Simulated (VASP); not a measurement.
Calculation: vdW-DF2, VASP's PBE PAW potentials (set 64) (plane waves; VASP 6.6.1).

VASP input:

**POSCAR**
```
CsPbBr3
1
    6.0292529513     0.0000000000     0.0000000000
    0.0000000000     6.0292529513     0.0000000000
    0.0000000000     0.0000000000     6.0292529513
Cs Pb Br
1 1 3
Direct
  0.0000000000   0.0000000000   0.0000000000
  0.5000000000   0.5000000000   0.5000000000
  0.5000000000   0.0000000000   0.5000000000
  0.0000000000   0.5000000000   0.5000000000
  0.5000000000   0.5000000000   0.0000000000
```

### KPOINTS
```
Automatic mesh
0
gamma
  4 4 4
```

INCAR:
```
! general
SYSTEM    =  CsPbBr3
PREC      =  Accurate
ENCUT     =  520
LREAL     =  .FALSE.
LASPH     =  .TRUE.

! electronic loop
EDIFF     =  1E-7   ! SCF stop (eV)
NELM      =  100   ! most electronic steps
ALGO      =  Normal
LMAXMIX   =  4   ! l cut-off of mixed one-centre charges

! smearing
ISMEAR    =  0
SIGMA     =  0.05

! functional
GGA       =  ML
LUSE_VDW  =  .TRUE.
AGGAC     =  0.0
ZAB_VDW   =  -1.8867

! ions
ISIF      =  2

! output
LWAVE     =  .FALSE.
LCHARG    =  .FALSE.
```

POTCAR, in this order: Cs_sv Pb_d Br (PBE.64 set). Program: vasp_std.

Q: What will the output report for the number of irreducible k-points (NKPTS), largest plane-wave count, number of space-group operations, FFT grid (NGX, NGY, NGZ)?

A: 
The number of irreducible k-points (NKPTS) comes out as 10 and the largest plane-wave count is 5940. The number of space-group operations is 48 and the FFT grid (NGX, NGY, NGZ) comes out as 48 × 48 × 48.

The compound is CsPbBr3 in the cubic perovskite structure, the ideal cubic form; the compound distorts at low or room temperature. This cell is one point of a volume scan, at 0.97 of the reference volume.
